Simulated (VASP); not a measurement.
A cell of Gd (hcp) near equilibrium:

```
CELL_PARAMETERS angstrom
      1.84819    -3.20116     0.00000
      1.84819     3.20116     0.00000
      0.00000     0.00000     5.63987
ATOMIC_POSITIONS crystal
  Gd 0.33333 0.66667 0.25000
  Gd 0.66667 0.33333 0.75000
```

The numbers are results of r2SCAN meta-GGA, VASP's PBE PAW potentials (set 64) (plane waves; VASP), not measurements.

The 4f electrons are frozen in the core of the lanthanide potential, so 4f levels, which can set the real gap, and their magnetism are missing.

| run | ΔE (meV/atom) | σxx | σyy | σzz | largest shear component, with its sign (GPa) | largest force (eV/Å) |
|---|---|---|---|---|---|---|
| as it is | 0.0 | 0.01 | 0.01 | 0.01 | 0.00 | 0.000 |
| after one change | 41.2 | -0.34 | -0.34 | 1.18 | 0.00 | 0.809 |
Stress is in GPa, positive when the cell is compressed.

**Question.** Name the change that produced these shifts.
(A) isotropic strain of -3.0 %
(B) atom 2 (Gd) moved by -0.200 Å along z
(C) atom 2 (Gd) moved by 0.075 Å along y
(D) atom 1 (Gd) moved by 0.025 Å along z

**Answer.** B, atom 2 (Gd) moved by -0.200 Å along z

The compound is Gd in the hcp structure.
